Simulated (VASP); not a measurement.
# InGaO (P4/nmm) in VASP: further runs

The runs below take InGaO through relaxation of cell and atoms, single point, with PBE, r2SCAN.

Program: VASP 6.6.1. These are calculated values, not measurements. Logs are shortened: lines on timing, memory, paths and dates and some standing lists are left out, and cuts for length are marked.

## Step 1: Starting point

Symmetry: P4/nmm, No. 129, tetragonal system. Conventional cell: a = 3.706 Å, b = 3.706 Å, c = 7.633 Å, α = 90.00°, β = 90.00°, γ = 90.00°. In (site symmetry 4mm) is surrounded by 4 In at 3.11 Å and 4 Ga at 3.33 Å and 4 O at 3.51 Å. Around Ga (site symmetry 4mm) lie 4 O at 2.07 Å. Around O (site symmetry -4m2) lie 4 Ga at 2.07 Å.

The cell was built by a generator and needn't be a form met in nature.

## Step 2: Relaxation of cell and atoms, PBE

Input file INCAR:

```
PREC = Accurate
ENCUT = 520
EDIFF = 1E-6
ISMEAR = 0
SIGMA = 0.1
LREAL = False
LASPH = True
NELM = 120
ALGO = Normal
ISIF = 3
LWAVE = False
LCHARG = False
GGA = PE
IBRION = 2
NSW = 90
EDIFFG = -0.01
KPAR = 4
```

Input file KPOINTS:

```
Automatic mesh
0
Gamma
  8 8 4
```

Input file POSCAR:

```
InGaO
1.0
    3.7060000000      0.0000000000      0.0000000000
    0.0000000000      3.7060000000      0.0000000000
    0.0000000000      0.0000000000      7.6330000000
In Ga O
2 2 2
Direct
    0.0000000000      0.5000000000      0.3906720800
    0.5000000000      0.0000000000      0.6093279200
    0.0000000000      0.5000000000      0.8793397100
    0.5000000000      0.0000000000      0.1206602900
    0.5000000000      0.5000000000      0.0000000000
    0.0000000000      0.0000000000      0.0000000000
```

Potentials or basis: VASP PAW PBE potentials, release 64 (In_d, Ga_d, O).

Command:

```sh
cat potpaw_PBE.64/In_d/POTCAR potpaw_PBE.64/Ga_d/POTCAR potpaw_PBE.64/O/POTCAR > POTCAR
mpirun -np 4 vasp_std > vasp.out
```

OUTCAR:

```text
PREC = Accurate
   ENCUT = 520
   EDIFF = 1E-6
   ISMEAR = 0
   LREAL = False
   LASPH = True
   NELM = 120
   ISIF = 3
   GGA = PE
   IBRION = 2
   NSW = 90
   EDIFFG = -0.01

 ion  position               nearest neighbor table
   1  0.000  0.500  0.391-   2 3.11   2 3.11   2 3.11   2 3.11   4 3.33   4 3.33   4 3.33   4 3.33

   2  0.500  0.000  0.609-   1 3.11   1 3.11   1 3.11   1 3.11   3 3.33   3 3.33   3 3.33   3 3.33

   3  0.000  0.500  0.879-   5 2.07   6 2.07   6 2.07   5 2.07   2 3.33   2 3.33   2 3.33   2 3.33

   4  0.500  0.000  0.121-   5 2.07   6 2.07   5 2.07   6 2.07   1 3.33   1 3.33   1 3.33   1 3.33

   5  0.500  0.500  0.000-   3 2.07   4 2.07   4 2.07   3 2.07
   6  0.000  0.000  0.000-   3 2.07   4 2.07   3 2.07   4 2.07

  LATTYP: Found a simple tetragonal cell.
 ALAT       =     3.7060000000
 C/A-ratio  =     2.0596330275

  Lattice vectors:

 A1 = (   3.7060000000,   0.0000000000,   0.0000000000)
 A2 = (   0.0000000000,   3.7060000000,   0.0000000000)
 A3 = (   0.0000000000,   0.0000000000,   7.6330000000)

Analysis of symmetry for initial positions (statically):
=====================================================================
 Subroutine PRICEL returns:
 Original cell was already a primitive cell.

 Routine SETGRP: Setting up the symmetry group for a
 simple tetragonal supercell.

 Subroutine GETGRP returns: Found 16 space group operations
 (whereof  8 operations were pure point group operations)
 out of a pool of 16 trial point group operations.

The static configuration has the point symmetry D_2d.
 The point group associated with its full space group is D_4h.

Analysis of symmetry for dynamics (positions and initial velocities):
=====================================================================
 Subroutine PRICEL returns:
 Original cell was already a primitive cell.

 Routine SETGRP: Setting up the symmetry group for a
 simple tetragonal supercell.

 Subroutine GETGRP returns: Found 16 space group operations
 (whereof  8 operations were pure point group operations)
 out of a pool of 16 trial point group operations.

The dynamic configuration has the point symmetry D_2d.
 The point group associated with its full space group is D_4h.

 Subroutine INISYM returns: Found 16 space group operations
 (whereof  8 operations are pure point group operations),
 and found     1 'primitive' translations

----------------------------------------------------------------------------------------

                                     Primitive cell

  volume of cell :     104.8349

  direct lattice vectors                    reciprocal lattice vectors
     3.706000000  0.000000000  0.000000000     0.269832704  0.000000000  0.000000000
     0.000000000  3.706000000  0.000000000     0.000000000  0.269832704  0.000000000
     0.000000000  0.000000000  7.633000000     0.000000000  0.000000000  0.131010088

  length of vectors
     3.706000000  3.706000000  7.633000000     0.269832704  0.269832704  0.131010088

  position of ions in fractional coordinates (direct lattice)
     0.000000000  0.500000000  0.390672080
     0.500000000  0.000000000  0.609327920
     0.000000000  0.500000000  0.879339710
     0.500000000  0.000000000  0.120660290
     0.500000000  0.500000000  0.000000000
     0.000000000  0.000000000  0.000000000

  ion indices of the primitive-cell ions
   primitive index   ion index
                 1           1
                 2           2
                 3           3
                 4           4
                 5           5
                 6           6

----------------------------------------------------------------------------------------

 KPOINTS: Automatic mesh

Automatic generation of k-mesh.
 Grid dimensions read from file:
 generate k-points for:    8    8    4

 Generating k-lattice:

  Cartesian coordinates                     Fractional coordinates (reciprocal lattice)
     0.033729088  0.000000000  0.000000000     0.125000000  0.000000000  0.000000000
     0.000000000  0.033729088  0.000000000     0.000000000  0.125000000  0.000000000
     0.000000000  0.000000000  0.032752522     0.000000000  0.000000000  0.250000000

  Length of vectors
     0.033729088  0.033729088  0.032752522

  Shift w.r.t. Gamma in fractional coordinates (k-lattice)
     0.000000000  0.000000000  0.000000000

 Subroutine IBZKPT returns following result:
 ===========================================

 Found     45 irreducible k-points:

 Following reciprocal coordinates:
            Coordinates               Weight
  0.000000  0.000000  0.000000      1.000000
  0.125000  0.000000  0.000000      4.000000
  0.250000  0.000000  0.000000      4.000000
  0.375000  0.000000  0.000000      4.000000
  0.500000  0.000000  0.000000      2.000000
  0.125000  0.125000  0.000000      4.000000
[... 16 lines left out ...]
  0.375000  0.125000  0.250000     16.000000
  0.500000  0.125000  0.250000      8.000000
 [... further k-points ...]
   k-points           NKPTS =     45   k-points in BZ     NKDIM =     45   number of bands    NBANDS=     38
   number of dos      NEDOS =    301   number of ions     NIONS =      6
   total plane-waves  NPLWV =  47040
   dimension x,y,z NGX =    28 NGY =   28 NGZ =   60
   dimension x,y,z NGXF=    56 NGYF=   56 NGZF=  120
   ions per type =               2   2   2
   NGX,Y,Z   is equivalent  to a cutoff of  12.56, 12.56, 13.07 a.u.
   NGXF,Y,Z  is equivalent  to a cutoff of  25.12, 25.12, 26.14 a.u.
 SYSTEM =  unknown system
   PREC   = accura    normal or accurate (medium, high low for compatibility)
   ISTART =      0    job   : 0-new  1-cont  2-samecut
   ICHARG =      2    charge: 1-file 2-atom 10-const
   ISPIN  =      1    spin polarized calculation?
   LNONCOLLINEAR =      F non collinear calculations
   LSORBIT =      F    spin-orbit coupling
   LASPH  =      T    aspherical Exc in radial PAW
   ENCUT  =  520.0 eV  38.22 Ry    6.18 a.u.   6.89  6.89 14.19*2*pi/ulx,y,z
   NELM   =    120;   NELMIN=  2; NELMDL= -5     # of ELM steps
   EDIFF  = 0.1E-05   stopping-criterion for ELM
   LREAL  =      F    real-space projection
   EDIFFG = -.1E-01   stopping-criterion for IOM
   NSW    =     90    number of steps for IOM
   IBRION =      2    ionic relax: 0-MD 1-quasi-New 2-CG
   NFREE  =      1    steps in history (QN), initial steepest desc. (CG)
   ISIF   =      3    stress and relaxation
   ISYM   =      2    0-nonsym 1-usesym 2-fastsym
   POTIM  = 0.5000    time-step for ionic-motion
   TEBEG  =    0.0;   TEEND  =   0.0 temperature during run
   PSTRESS=    0.0 pullay stress
   NELECT =      64.0000    total number of electrons
   NUPDOWN=      -1.0000    fix difference up-down
   EMIN   =  10.00;   EMAX   =-10.00  energy-range for DOS
   EFERMI =   0.00;   METHOD = LEGACY
   ISMEAR =     0;   SIGMA  =   0.10  broadening in eV -4-tet -1-fermi 0-gaus
   EFERMI_NEDOS =   21; number of points for ismear=-14 and -15
   IALGO  =     38    algorithm
   IMIX   =      4    mixing-type and parameters
     AMIX     =   0.40;   BMIX     =  1.00
     AMIX_MAG =   1.60;   BMIX_MAG =  1.00
  volume/ion in A,a.u.               =      17.47       117.91
  Fermi-wavevector in a.u.,A,eV,Ry     =   1.388778  2.624410 26.241611  1.928704
  Thomas-Fermi vector in A             =   2.512872
   LORBIT       =      0    0 simple, 1 ext, 2 COOP (PROOUT), +10 PAW based schemes
   GGA     = PE    functional components
   LHFCALC =     F    Hartree Fock is set to
   AEXX    =    0.0000 exact exchange contribution
   IVDW    =     0    specifies the selected vdW correction
   LEPSILON=     F    determine dielectric tensor
   LRPA    =     F    only Hartree local field effects (RPA)
 conjugate gradient relaxation of ions
 non-spin polarized calculation
 Gauss-broadening in eV      SIGMA  =   0.10
  energy-cutoff  :      520.00
  volume of cell :      104.83
 maximum number of plane-waves:      2846
 NGX is ok and might be reduce to    28
   NGX = 13   NGY = 13   NGZ = 29

--------------------------------------- Ionic step        1  -------------------------------------------

 number of electron      63.9999984 magnetization

 Free energy of the ion-electron system (eV)
  ---------------------------------------------------
  ext. energy  EPLUGINS =         0.00000000
  ---------------------------------------------------
  free energy    TOTEN  =       -25.26390319 eV

  energy without entropy =      -25.25299024  energy(sigma->0) =      -25.25844672

------------------------ aborting loop because EDIFF is reached ----------------------------------------

  FORCE on cell =-STRESS in cart. coord.  units (eV):
  Direction    XX          YY          ZZ          XY          YZ          ZX
  --------------------------------------------------------------------------------------
  -------------------------------------------------------------------------------------
  Total        0.3642379      0.3642379      1.0821777      0.0000000      0.0000000      0.0000000
  in kB        5.5665945      5.5665945     16.5387653      0.0000000      0.0000000      0.0000000
  external PRESSURE =       9.2239848 kB  Pullay stress =       0.0000000 kB
[... 101 lines left out ...]
  FREE ENERGIE OF THE ION-ELECTRON SYSTEM (eV)
  ---------------------------------------------------
  free  energy   TOTEN  =       -25.2913457492 eV

  energy  without entropy=      -25.2819597285  energy(sigma->0) =      -25.28665274

[... ionic steps 4 to 18 ...]

--------------------------------------- Ionic step       19  -------------------------------------------

 number of electron      63.9999999 magnetization

------------------------ aborting loop because EDIFF is reached ----------------------------------------

  FORCE on cell =-STRESS in cart. coord.  units (eV):
  Direction    XX          YY          ZZ          XY          YZ          ZX
  --------------------------------------------------------------------------------------
  -------------------------------------------------------------------------------------
  Total        0.0414667      0.0414667      0.0959617      0.0000000      0.0000000     -0.0000000
  in kB        0.6119868      0.6119868      1.4162512      0.0000000      0.0000000     -0.0000000
  external PRESSURE =       0.8800749 kB  Pullay stress =       0.0000000 kB
[... 65 lines left out ...]
  energy  without entropy=      -25.3590671285  energy(sigma->0) =      -25.36237372

--------------------------------------- Ionic step       21  -------------------------------------------

 number of electron      63.9999999 magnetization

 Free energy of the ion-electron system (eV)
  ---------------------------------------------------
  ext. energy  EPLUGINS =         0.00000000
  ---------------------------------------------------
  free energy    TOTEN  =       -25.36567978 eV

  energy without entropy =      -25.35906231  energy(sigma->0) =      -25.36237105

 E-fermi :   5.9474     XC(G=0): -10.4321

 val. band max:        5.9277060113   @ k =   0.3750   0.0000   0.0000
 cond. band min:       5.9562796077   @ k =   0.1250   0.1250   0.5000
 fundamental gap:      0.0285735964
 Fermi energy:         5.9474135153

 k-point     1 :       0.0000    0.0000    0.0000
  band No.  band energies     occupation
      1     -14.2837      2.00000
      2     -12.4311      2.00000
      3      -8.8405      2.00000
      4      -8.8405      2.00000
      5      -8.8192      2.00000
      6      -8.7704      2.00000
[... 973 lines left out ...]
     37      11.0107      0.00000
     38      11.0107      0.00000

 [... further k-points ...]

------------------------ aborting loop because EDIFF is reached ----------------------------------------

  FORCE on cell =-STRESS in cart. coord.  units (eV):
  Direction    XX          YY          ZZ          XY          YZ          ZX
  --------------------------------------------------------------------------------------
  -------------------------------------------------------------------------------------
  Total        0.0024499      0.0024499      0.0429231      0.0000000      0.0000000      0.0000000
  in kB        0.0361541      0.0361541      0.6334377      0.0000000      0.0000000      0.0000000
  external PRESSURE =       0.2352486 kB  Pullay stress =       0.0000000 kB
[... 21 lines left out ...]
  FREE ENERGIE OF THE ION-ELECTRON SYSTEM (eV)
  ---------------------------------------------------
  free  energy   TOTEN  =       -25.3656797846 eV

  energy  without entropy=      -25.3590623076  energy(sigma->0) =      -25.36237105

 reached required accuracy - stopping structural energy minimisation
```

Wall time 6.7 min (4 MPI ranks of AMD EPYC 9R14 (Zen 4), shared host); peak memory 0.28 GiB.

What came out:

* Free energy: -25.3657 eV
* Relaxed volume: 18.09 Å³/atom
* Relaxed cell: a = 3.653 Å, b = 3.653 Å, c = 8.136 Å, α = 90.00°, β = 90.00°, γ = 90.00°
* Space group after relaxing (to 0.05 Å): P4/nmm (No. 129)
* Energy gained by relaxing: 17.0 meV/atom
* Ionic steps: 21
* Pressure after relaxing: 0.0 GPa
* Band gap on the k mesh: none (metal or under the smearing width)

Forces in eV/Å, atoms in the order of the input:
```
In   0.000  0.000  0.000
In   0.000  0.000  0.000
Ga   0.000  0.000  0.002
Ga   0.000  0.000 -0.002
O    0.000  0.000  0.000
O    0.000  0.000  0.000
```

The path:
```csv
step,energy change (eV),largest force (eV/Å),pressure (GPa),volume (Å³)
1,0.0000,0.3659,0.92,104.83
2,-0.0188,0.3190,-0.15,106.37
3,-0.0274,0.2991,-1.30,108.33
4,-0.0389,0.2708,-1.32,108.43
5,-0.0683,0.1777,-1.13,108.69
6,-0.0985,0.0214,-0.46,109.17
7,-0.0997,0.0664,-0.28,109.28
8,-0.1012,0.0417,0.00,108.85
9,-0.1015,0.0326,0.04,108.69
10,-0.1016,0.0136,0.22,108.37
11,-0.1016,0.0238,0.10,108.51
12,-0.1017,0.0197,0.15,108.47
13,-0.1017,0.0257,0.00,108.65
14,-0.1018,0.0112,0.06,108.60
15,-0.1018,0.0201,-0.06,108.63
16,-0.1018,0.0114,0.04,108.61
17,-0.1018,0.0203,-0.02,108.62
18,-0.1018,0.0135,-0.04,108.62
19,-0.1018,0.0028,0.09,108.56
20,-0.1018,0.0102,0.03,108.57
21,-0.1018,0.0022,0.02,108.57
```

Final structure:
```xyz
6
Lattice="3.6529 0.0000 0.0000 0.0000 3.6529 0.0000 0.0000 0.0000 8.1360" Properties=species:S:1:pos:R:3 pbc="T T T"
In    0.0000    1.8265    3.0099
In    1.8265    0.0000    5.1260
Ga    0.0000    1.8265    7.1931
Ga    1.8265    0.0000    0.9429
O     1.8265    1.8265    0.0000
O     0.0000    0.0000    0.0000
```

(Part 1 of 2 ends here.)
